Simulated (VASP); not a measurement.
# GaP: a GW gap and what it depends on, part 3 of 3

How far does the GW correction to the gap of GaP depend on the settings? The starting structure is a measured crystal structure from the Crystallography Open Database. Cell and atoms stay as given.

VASP 6.6.1.

Results so far: G0W0 (response cutoff 100 eV, 4×4×4 mesh) 1.99 eV; G0W0 (response cutoff 160 eV, 4×4×4 mesh) 2.10 eV; G0W0 (response cutoff 240 eV, 4×4×4 mesh) 2.15 eV; GW0 with iterated eigenvalues (response cutoff 160 eV, 4×4×4 mesh) 2.21 eV; G0W0 (response cutoff 100 eV, 5×5×5 mesh) 2.07 eV.

### Step 7. G0W0 (response cutoff 100 eV, 4×4×4 mesh, 7 empty bands)

Level of this step: G0W0 on LDA; plane waves and PAW (Ga_d_GW, P_GW) (VASP).

It reads the orbitals and their derivatives (WAVECAR and WAVEDER) of a run with the empty bands, which follows a ground-state run; neither is shown.

Contents of INCAR:

```
SYSTEM = GaP
PREC = Accurate
ENCUT = 430
ISMEAR = 0
SIGMA = 0.01
LREAL = .FALSE.
GGA = CA
NBANDS = 16
ALGO = EVGW0
NELMGW = 1
ENCUTGW = 100
NOMEGA = 40
PRECFOCK = Fast
NBANDSGW = 16
LWAVE = .FALSE.
LCHARG = .FALSE.
```

Contents of POSCAR:

```
GaP
1.0
    0.0000000000      2.7252500000      2.7252500000
    2.7252500000      0.0000000000      2.7252500000
    2.7252500000      2.7252500000      0.0000000000
Ga P
1 1
Direct
    0.0000000000      0.0000000000      0.0000000000
    0.7500000000      0.7500000000      0.7500000000
```

Contents of KPOINTS:

```
Automatic mesh
0
Gamma
4 4 4
0 0 0
```

The projector-augmented-wave data sets are Ga_d_GW and P_GW (LDA family, release 64).

Started as:

```sh
$ mpirun -np 4 vasp_std
```

The program printed:

```text
[banner, memory and clock lines left out]
running    4 mpi-ranks, on    1 nodes
[...]
[... a notice as in an earlier step ...]

 LDA part: xc-table for (Slater(with rela. corr.)+CA(PZ))
 , standard interpolation
 found WAVECAR, reading the header
 POSCAR, INCAR and KPOINTS ok, starting setup
[...]
reading WAVECAR
 the WAVECAR file was read successfully
 initial charge from wavefunction
 available memory per node:    151.68 GB, setting MAXMEM to    155322

 The Fermi energy was updated, please check that it is located mid-gap
 values below the HOMO (VB) or above the LUMO (CB) will cause erroneous energies
 E-fermi :   4.9400

 calculate exact exchange contribution
 the WAVEDER file was read successfully
energies w=
    0.000    0.000    0.629    0.000    1.254    0.000    1.872    0.000
    2.480    0.000    3.076    0.000    3.659    0.000    4.229    0.000
    4.786    0.000    5.332    0.000    5.869    0.000    6.398    0.000
[...]
total number of BLAS operations          4.14 Gflops
NQ=   4    0.2500    0.2500    0.0000,
|.........|.........|.........|.........|.........|.........|.........|.........
 performed         86000 updates of chi_q(r,r)
 total number of BLAS operations          5.63 Gflops
NQ=   5    0.5000    0.2500    0.0000,
|.........|.........|.........|.........|.........|.........|.........|.........
 performed        123000 updates of chi_q(r,r)
 total number of BLAS operations          8.30 Gflops
NQ=   6   -0.2500    0.2500    0.0000,
|.........|.........|.........|.........|.........|.........|.........|.........
 performed        156000 updates of chi_q(r,r)
 total number of BLAS operations         10.63 Gflops
NQ=   7    0.5000    0.5000    0.0000,
|.........|.........|.........|.........|.........|.........|.........|.........
 performed        175000 updates of chi_q(r,r)
 total number of BLAS operations         11.94 Gflops
NQ=   8   -0.2500    0.5000    0.2500,
|.........|.........|.........|.........|.........|.........|.........|.........
 performed        200000 updates of chi_q(r,r)
 total number of BLAS operations         13.98 Gflops
 resolving degeneracies of screened two electron integrals

 calculate QP shifts <psi_nk| G(iteration)W_0 |psi_nk>: iteration 1
 entering main loop
```

Wall time 4.4 s (4 MPI ranks of Intel Xeon 6975P-C (Granite Rapids), shared host); peak memory 0.53 GiB; 15 s of CPU time.

OUTCAR, selected parts (step 7):

```text
 QP shifts <psi_nk| G(iteration)W_0 |psi_nk>: iteration 1
 for sc-GW calculations column KS-energies equals QP-energies in previous step
 and V_xc(KS)=  KS-energies - (<T + V_ion + V_H > + <T+V_H+V_ion>^1  + <V_x>^1)
 k-point   1 :       0.0000    0.0000    0.0000
  band No.  KS-energies  QP-energies   sigma(KS)   V_xc(KS)     V^pw_x(r,r')   Z            occupation Imag(sigma)
    ...
      6      -8.3087      -8.0758     -11.1832     -11.5455     -18.6276       0.6429       2.0000       1.4888
      7       4.2120       4.8552     -11.9419     -12.7727     -14.5444       0.7741       2.0000       0.0895
      8       4.2120       4.8552     -11.9419     -12.7727     -14.5444       0.7741       2.0000       0.0895
      9       4.2120       4.8552     -11.9419     -12.7727     -14.5444       0.7741       2.0000       0.0895
     10       5.8332       7.6336      -9.7128     -12.0216      -6.9555       0.7798       0.0000      -0.0963
     11       7.9645       9.7618      -8.5333     -10.8182      -5.8387       0.7866       0.0000      -0.1137
     12       7.9645       9.7618      -8.5333     -10.8182      -5.8387       0.7866       0.0000      -0.1137
     13       7.9645       9.7618      -8.5333     -10.8182      -5.8387       0.7866       0.0000      -0.1137
    ...

[... 1 part as in an earlier step ...]

[... 2 further parts left out ...]
[key lines of the parts left out:]
E-fermi :   4.9400
```

G0W0 (response cutoff 100 eV, 4×4×4 mesh, 7 empty bands): the quasiparticle gap on this mesh is 2.012 eV, +0.556 eV from the LDA gap on the same points, with 16 bands.

### Step 8. The runs compared

| run | LDA gap on the mesh (eV) | GW gap (eV) | correction (eV) | bands |
| --- | --- | --- | --- | --- |
| G0W0 (response cutoff 100 eV, 4×4×4 mesh) | 1.456 | 1.99 | 0.534 | 92 |
| G0W0 (response cutoff 160 eV, 4×4×4 mesh) | 1.456 | 2.097 | 0.641 | 188 |
| G0W0 (response cutoff 240 eV, 4×4×4 mesh) | 1.456 | 2.151 | 0.694 | 344 |
| GW0 with iterated eigenvalues (response cutoff 160 eV, 4×4×4 mesh) | 1.456 | 2.213 | 0.757 | 188 |
| G0W0 (response cutoff 100 eV, 5×5×5 mesh) | 1.44 | 2.068 | 0.628 | 92 |
| G0W0 (response cutoff 100 eV, 4×4×4 mesh, 7 empty bands) | 1.456 | 2.012 | 0.556 | 16 |

### Step 9. What came out

| Item | Value |
| --- | --- |
| gap, G0W0 (response cutoff 100 eV, 4×4×4 mesh) | 1.990 eV |
| gap, G0W0 (response cutoff 160 eV, 4×4×4 mesh) | 2.097 eV |
| gap, G0W0 (response cutoff 240 eV, 4×4×4 mesh) | 2.151 eV |
| gap, GW0 with iterated eigenvalues (response cutoff 160 eV, 4×4×4 mesh) | 2.213 eV |
| gap, G0W0 (response cutoff 100 eV, 5×5×5 mesh) | 2.068 eV |
| gap, G0W0 (response cutoff 100 eV, 4×4×4 mesh, 7 empty bands) | 2.012 eV |

In words: The correction to the LDA gap of GaP is +0.534 eV at a response cutoff of 100 eV, +0.641 eV at a response cutoff of 160 eV, +0.694 eV at a response cutoff of 240 eV. The number of bands rises with the cutoff. On a 5×5×5 mesh in place of 4×4×4 the correction is +0.628 eV against +0.534 eV. The LDA gap lies between other k-points on the two meshes (0.0000 0.0000 0.0000 to 0.4000 0.4000 0.0000 against 0.0000 0.0000 0.0000 to 0.5000 0.5000 0.0000), so the two corrections belong to different transitions. Iterating the eigenvalues in G raises the gap by +0.116 eV. With 7 empty bands alone, a slip made on purpose, the correction is +0.556 eV against +0.534 eV. Errors of the two band edges can cancel in a gap, so a value close to the better runs would prove nothing. From a response cutoff of 160 to 240 eV the correction still moves by +0.054 eV, so cutoff and bands aren't shown to be converged. The LDA gap along the bands, from another run on this structure, is 1.445 eV. On the 4×4×4 mesh it is 1.456 eV, so this mesh comes close to the edges. On the 5×5×5 mesh it is 1.440 eV, so this mesh comes close to the edges. Further runs on this material are not shown.

[Lines on the potential files, build, host, timing and source positions are cut from VASP's logs without a mark.]

[Logs are printed without paths, hosts, clocks, repeated set-up lines and the standing remarks that a program may print on its own settings, such as how far it seeks lower states.]

[Hosts, paths, dates, database ids (printed as entryN), source tags and the programs' standing remarks are cut or masked in the printed files.]
